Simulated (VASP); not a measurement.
Data:

```
CELL_PARAMETERS angstrom
      1.35500    -2.34693     0.00000
      1.35500     2.34693     0.00000
      0.00000     0.00000     4.28000
ATOMIC_POSITIONS crystal
  Ru 0.33333 0.66667 0.25000
  Ru 0.66667 0.33333 0.75000
```

The numbers are results of PBE GGA, VASP's PBE PAW potentials (set 64) (plane waves; VASP), not measurements. Numerical set-up: 300 eV cut-off, 14×14×8 Γ-centred mesh, Fermi-Dirac smearing of 0.050 eV, potentials Ru_pv.

At this cut-off the stress carries a Pulay error, which pulls relaxed volumes low.

Problem. Give the stress tensor in GPa (positive for a compressed cell).

Solution. 
```
3.08  0.00  0.00
0.00  3.08  0.00
0.00  0.00  2.47
```
The pressure is its mean diagonal, 2.88 GPa.

The structure is a typed Ru crystal (P6_3/mmc). The cell was not relaxed at this level.
